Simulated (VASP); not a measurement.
Energy against volume of Li (bcc). Method: PBE GGA, VASP's PBE PAW potentials (set 64) (plane waves; VASP). Settings: 520 eV cut-off, 15×15×15 Γ-centred mesh, first-order Methfessel-Paxton smearing of 0.10 eV, potentials Li_sv.

```json
[
 {"V (Å³/atom)": "19.541", "E (eV/atom)": "-1.90205"},
 {"V (Å³/atom)": "20.145", "E (eV/atom)": "-1.90333"},
 {"V (Å³/atom)": "20.749", "E (eV/atom)": "-1.90299"},
 {"V (Å³/atom)": "21.354", "E (eV/atom)": "-1.90124"}
]
```

Fit these four points and predict the energy of the run at 18.936 Å³/atom.

A cubic in V^(−2/3), the third-order Birch-Murnaghan form, passes through the four points with V0 = 20.31 Å³/atom and B0 = 14 GPa, and gives -1.8989 eV/atom there. The run gave -1.8990 eV/atom, -0.1 meV/atom from the fit; all five points give B0 = 14 GPa.

The compound is Li in the bcc structure. It was relaxed first.
